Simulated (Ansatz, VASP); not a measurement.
# C in two plane-wave programs, part 2 of 2

Wanted: the spread between two codes on one cell, functional and k mesh.

VASP 6.6.1 and Ansatz 0.2.0.

So far: The starting structure; VASP: dielectric response, LDA.

## 3. Ansatz: dielectric response, LDA

Level of this step: Ansatz beside VASP: Kohn-Sham DFT, plane waves, LDA (Ansatz).

Ansatz runs on its default PAW (the set named soft_2) files.

The same cell, functional (in two slightly different forms) and mesh now go to Ansatz, which takes its cutoff from its data sets.

input.yaml

```yaml
crystal:
  lattice:
    - [0.0, 1.7835, 1.7835]
    - [1.7835, 0.0, 1.7835]
    - [1.7835, 1.7835, 0.0]
  atoms:
    - { symbol: C, position: [0.0, 0.0, 0.0] }
    - { symbol: C, position: [0.25, 0.25, 0.25] }
hamiltonian:
  xc: lda
  pseudopotentials: { kind: paw }
kpoints:
  mp_grid: { grid: [11, 11, 11] }
scf:
  occupations: { method: fixed }
dielectric:
  method: response
```

On the command line:

```console
$ ansatz run input.yaml --threads 2 --pin off --max-ram 4608MiB --backend cpu --events-out ev --progress --plain --runs-dir out
```

Numbers of over 12 decimals in the logs are rounded to 6 here.

Log:

```text
Engine: ansatz 0.2.0, aarch64-unknown-linux-gnu
Pseudopotentials: kind: paw
Pseudopotential: C, paw, valence charge 4, recommended cutoff 420 eV (normal), C.paw.azcp
Functional definition: SPW92
  exchange = slater_x
  correlation = pw_c
Crystal: 2 atoms, lattice volume = 11.346 Å³
Basis set: ecut = 420 eV, 229 PW (Γ), exchange–correlation on 40×40×40 points (8 copies of the dense FFT grid, shifted against one another)
Bands: 8, of which v1, the nominal top of the filled ones, is band 4 counted from 1 (3 counted from 0)
Symmetry: 48 space group operations
k-points: 126 of 1331 (irreducible under 8 space group operations, time reversal used)
Non-local potential: C, projectors of the file, l = 0: 2, l = 1: 2, l = 2: 1
PAW form: soft (Blöchl's): semilocal exchange-correlation on the pseudo side does not see the compensation charge
PAW frozen core: C, regenerated for the run's functional, and the local potential with it (the file was generated under x = pbe(κ = 0.804, μ = 0.219515), c = pbe(β = 0.066725))
PAW one-centre angular grid: C, 110 points (default); XC on 64 Gauss nodes
Initial density: superposition of atomic densities (neutral atoms: chi_scale 0, normalization atom), corrected by the library's trained network
Initial wavefunctions: pseudopotential atomic-orbital guess
Functional: x = slater, c = lda
SCF iter   1: F=—  HF=-485.971803 eV  |F-HF|=—  |Δ(HF+E_count)|=         —  Δρ=7.11e-3  dr2=1.98e-3  ethr=1.77e-3  ⟨swp⟩=3.9  Hψ=5974  notcnv=0  defer=209
preconditioner: auto → none  [insulator: Δε(μ)=4.096 eV  Ē_g=19.477 eV  n_scr=0 (ndim 8)  ℏωp=31.2 eV  f_vac=0.000  ε∞_Penn≈3.6]
SCF iter   2: F=—  HF=-485.971262 eV  |F-HF|=—  |Δ(HF+E_count)|=   5.41e-4  Δρ=3.36e-3  dr2=4.37e-4  ethr=2.47e-5  ⟨swp⟩=1.4  Hψ=2067  notcnv=0  defer=216
SCF iter   3: F=—  HF=-485.971140 eV  |F-HF|=—  |Δ(HF+E_count)|=   1.23e-4  Δρ=8.17e-5  dr2=6.35e-7  ethr=5.46e-6  ⟨swp⟩=2.0  Hψ=1238  notcnv=0  defer=245
SCF iter   4: F=—  HF=-485.971139 eV  |F-HF|=—  |Δ(HF+E_count)|=   3.98e-7  Δρ=3.07e-5  dr2=5.25e-8  ethr=7.94e-9  ⟨swp⟩=2.5  Hψ=1489  notcnv=0
SCF iter   5: F=—  HF=-485.971139 eV  |F-HF|=—  |Δ(HF+E_count)|=   5.86e-9  Δρ=3.65e-6  dr2=1.16e-9  ethr=6.56e-10  ⟨swp⟩=2.4  Hψ=1534  notcnv=0
SCF iter   6: F=-485.971139 eV  HF=-485.971139 eV  |F-HF|=1.08e-12  |Δ(HF+E_count)|=  5.22e-10  Δρ=4.63e-7  dr2=5.84e-12  ethr=1.25e-12  ⟨swp⟩=4.3  Hψ=3833  notcnv=0
SCF 1 converged in 6 iterations: F = -485.971139 eV  dr2 = 5.84e-12
  greatest PAW one-centre occupation: 0.635 electrons in one spin orbital (limit 2), on the C atom at site 1 (counted from 0), in its partial waves of l = 0
NSCF: frozen V_eff on 5 k-points
DFPT response loops at Γ: preconditioner auto → none (the input reference at scf.mixing.eps_inf says where Resta's filter doesn't serve); β = 0.50; Broyden in place of MSR1
── the response to a field inside a basis, on 12×12×12 k-points: an SCF that follows is theirs, and a resumed run solves both again ──
Bands: 5, of which v1, the nominal top of the filled ones, is band 4 counted from 1 (3 counted from 0)
k-points: 182 of 1728 (irreducible under 12 space group operations)
Initial density: handed on by an earlier stage of this run
Initial wavefunctions: pseudopotential atomic-orbital guess (no wavefunctions were taken with the density)
Eigensolver: Dense (182 Hₖ)
SCF iter   1: F=—  HF=-485.977348 eV  |F-HF|=—  |Δ(HF+E_count)|=         —  Δρ=9.93e-4  dr2=1.59e-5  ethr=1.00e-1
preconditioner: auto → none  [insulator: Δε(μ)=4.330 eV  Ē_g=15.856 eV  n_scr=0 (ndim 8)  ℏωp=31.2 eV  f_vac=0.000  ε∞_Penn≈4.9]
SCF iter   2: F=—  HF=-485.977350 eV  |F-HF|=—  |Δ(HF+E_count)|=   2.71e-6  Δρ=4.86e-4  dr2=3.47e-6  ethr=1.99e-7
SCF iter   3: F=-485.977352 eV  HF=-485.977352 eV  |F-HF|=6.85e-9  |Δ(HF+E_count)|=   1.47e-6  Δρ=2.57e-5  dr2=9.88e-9  ethr=4.33e-8
SCF 1 converged in 3 iterations: F = -485.977352 eV  dr2 = 9.88e-9
  greatest PAW one-centre occupation: 0.636 electrons in one spin orbital (limit 2), on the C atom at site 1 (counted from 0), in its partial waves of l = 0
DFPT response loops at Γ: mixed as the last ones told, above
SCF converged after 6 iterations
Free energy (F): -485.971139 eV
Harris-Foulkes:  -485.971139 eV  (|F-HF|=1.08e-12)
Internal energy: -485.971139 eV  (E = F + TS)
E sigma→0 (E₀):  -485.971139 eV
Fermi energy:    13.058191 eV
--- Per-component energies (eV) ---
  E_band       = 33.202738
  E_kinetic    = 184.418792
  E_local      = -124.348576  (includes V_loc(G=0)·N_el)
  E_nonlocal   = 55.371786
  E_hartree    = 26.561032
  E_xc         = -96.662439
  E_vxc        = -120.319764  (∫ρ·V_xc dr)
  E_paw        = -183.501419  (= ΣΔE_a)
  E_vpaw       = -15.041574  (= ΣTr[D̂ρ^β])
  E_aug_tail   = 0.000021  (compensation charges beyond the density's cutoff)
  E_ewald      = -347.936000
  E_core_change = 0.125665  (= ΣΔE_core)
  E_smearing   = -0.000000  (= −TS)
  E_closure    = 0.000000  (closes the sum)
  Σ components = -485.971139   (vs F -485.971139, Δ=0.00e0)
--- Band table (eV; the first three rows and the last of 126) ---
  k-point 0: bands = ["-8.2663", "13.0582", "13.0582", "13.0582", "18.5969", "18.5969", "18.5969", "26.5507"]
  k-point 1: bands = ["-8.0378", "11.6462", "12.6810", "12.6810", "19.0897", "19.0897", "19.4202", "26.7098"]
  k-point 2: bands = ["-7.3555", "8.8317", "11.8971", "11.8971", "20.1019", "20.1019", "20.6050", "27.1585"]
  k-point 125: bands = ["0.5915", "1.7378", "4.1078", "5.7119", "22.0798", "24.1903", "25.6381", "26.0018"]
--- Dielectric response (ions clamped): 3 representative field directions + reference, inside a basis on a mesh of 1728 k-points (Σ response iterations 12) ---
  ε∞ (high-frequency dielectric tensor):
        5.808695    -0.000000     0.000000
       -0.000000     5.808695     0.000000
        0.000000     0.000000     5.808695
  Born effective charges Z* (e; rows j = field, columns β = displacement):
    site 0:
        -0.00000   -0.00000   -0.00000
        -0.00000   -0.00000   -0.00000
        -0.00000    0.00000   -0.00000
    site 1:
         0.00000    0.00000    0.00000
         0.00000    0.00000    0.00000
         0.00000   -0.00000    0.00000
  Z* charge neutrality: 5.458e-4 e pre-enforcement
  solved inside a basis spanned on kpoints, on 12×12×12 k-points, its susceptibility summed on 16×16×16: ε∞ is read to err by 1.6e-2, Z* by 4.4e-3 e (field_mesh: kpoints solves on kpoints)
```

Run time: 9.7 s. Hardware: 2 threads of Arm Neoverse V1, shared host; peak memory 0.38 GiB; 19 s of CPU time.

## 4. Side by side

Known differences besides the PAW data sets themselves: the two LDA forms differ slightly; VASP's response is taken on the typed mesh, Ansatz refines its own for the field response alone; the cutoff is 420 eV in Ansatz and 520 eV in VASP; Ansatz makes its cores anew for this functional, VASP keeps those of its LDA data sets. Total energies have different zeros and are not compared.

The two programs side by side:

| quantity | Ansatz | VASP | difference |
| --- | --- | --- | --- |
| ε∞ xx | 5.81 | 5.81 | +0.00 % |
| ε∞ yy | 5.81 | 5.81 | +0.00 % |
| ε∞ zz | 5.81 | 5.81 | +0.00 % |
| Born charge of C1 (mean of the diagonal) (e) | 0.00 | 0.00 | 0.00 |

## 5. Outcome

```
difference in ε∞ xx (dielectric response, LDA) : -0.0022 %
```

What this shows: The difference in ε∞ xx is -0.0022 % (dielectric response, LDA), within the 5 % picked in this series as the mark of a large difference. Differences of this kind measure data sets and numerical settings, not the functional's error against experiment.

[Lines on the potential files, build, host, timing and source positions are cut from VASP's logs without a mark.]

[Logs are printed without paths, hosts, clocks, repeated set-up lines and the standing remarks that a program may print on its own settings, such as how far it seeks lower states.]

[Hosts, paths, dates, database ids (printed as entryN), source tags and the programs' standing remarks are cut or masked in the printed files.]
